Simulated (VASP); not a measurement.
Input:

```xyz
4
Lattice="3.5500 0.0000 0.0000 0.0000 3.5500 0.0000 0.0000 0.0000 3.5500" Properties=species:S:1:pos:R:3 pbc="T T T"
Fe     0.0000     0.0000     0.0000
Ni     0.0000     1.7750     1.7750
Ni     1.7750     0.0000     1.7750
Ni     1.7750     1.7750     0.0000
```
Starting moments (μB, in the order of the record's atoms Fe Ni Ni Ni): 3.0 0.7 0.7 0.7.

These are PBE GGA, VASP's PBE PAW potentials (set 64) (plane waves; VASP) values and carry that method's errors. Run with 400 eV cut-off, 8×8×8 Γ-centred mesh, Gaussian smearing of 0.010 eV, potentials Fe Ni.

Problem. Give the stress tensor in GPa (positive for a compressed cell).

Solution. 
```
-1.53   0.00   0.00
 0.00  -1.53   0.00
 0.00   0.00  -1.53
```
The pressure is its mean diagonal, -1.53 GPa.

The compound is Ni3Fe in the L1_2 structure. The cell was not relaxed at this level. The run is one of a series of settings (ISMEAR = 0, SIGMA = 0.01 against the base run), some of them coarse on purpose.
